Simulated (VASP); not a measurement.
An input for Quantum ESPRESSO's pw.x (written as the equivalent of a VASP run, and not itself run):

```
&CONTROL
  calculation = 'vc-relax'
  pseudo_dir = './pseudo'
  outdir = './out'
  tprnfor = .true.
  tstress = .true.
  nstep = 60
  forc_conv_thr = 0.00039
/
&SYSTEM
  ibrav = 0
  nat = 2
  ntyp = 2
  ecutwfc = 92
  occupations = 'smearing'
  smearing = 'gaussian'
  degauss = 0.003675
  input_dft = 'vdw-df-ob86'
/
&ELECTRONS
  conv_thr = 7.3e-08
  electron_maxstep = 100
/
&IONS
/
&CELL
/
ATOMIC_SPECIES
  Cu 63.546 Cu.upf
  I 126.904 I.upf
CELL_PARAMETERS angstrom
     0.0000000    3.0250000    3.0250000
     3.0250000    0.0000000    3.0250000
     3.0250000    3.0250000    0.0000000
ATOMIC_POSITIONS crystal
  Cu   0.0000000  0.0000000  0.0000000
  I    0.2500000  0.2500000  0.2500000
K_POINTS automatic
  7 7 7 0 0 0
```

### Question
Write the VASP files for the same calculation (optB86b-vdW).

### Answer
Several could match; the one computed here: 
File POSCAR:
```
CuI
1.0
  0.0000000000   3.0250000000   3.0250000000
  3.0250000000   0.0000000000   3.0250000000
  3.0250000000   3.0250000000   0.0000000000
Cu I
1 1
direct
  0.0000000000   0.0000000000   0.0000000000
  0.2500000000   0.2500000000   0.2500000000
```

### INCAR
```
LUSE_VDW  =  .TRUE.
SYSTEM  =  CuI
NELM  =  100   # most electronic steps
ALGO  =  Normal   # blocked Davidson
PREC  =  Accurate
ISMEAR  =  0   # Gaussian
ENCUT  =  520   # plane-wave cut-off (eV)
ISIF  =  3
SIGMA  =  0.05   # width (eV)
LASPH  =  .TRUE.   # aspherical one-centre terms
PARAM1  =  0.1234
LCHARG  =  .FALSE.
GGA  =  MK
IBRION  =  2   # conjugate gradients
EDIFFG  =  -0.01
LMAXMIX  =  4   # l cut-off of mixed one-centre charges
NSW  =  60   # most ionic steps
LREAL  =  .FALSE.   # projection in real space or not
LWAVE  =  .FALSE.
PARAM2  =  1.0
AGGAC  =  0.0
EDIFF  =  1E-6   # SCF stop (eV)
```

File KPOINTS:
```
kpoints
0
Gamma
7 7 7
```

POTCAR, in this order: Cu I (PBE.64 set). Program: vasp_std.

What does not carry over: the potentials are each code's own (VASP's PAW set, PseudoDojo norm-conserving files in pw.x), so ENCUT and ecutwfc are chosen apart and not converted; conv_thr bounds pw.x's estimated SCF error, while EDIFF bounds the energy change between steps; forc_conv_thr acts on force components and is met together with etot_conv_thr.

The compound is CuI in the zinc blende structure. This run relaxes it. Symmetry was kept, so distortions that lower it aren't found.
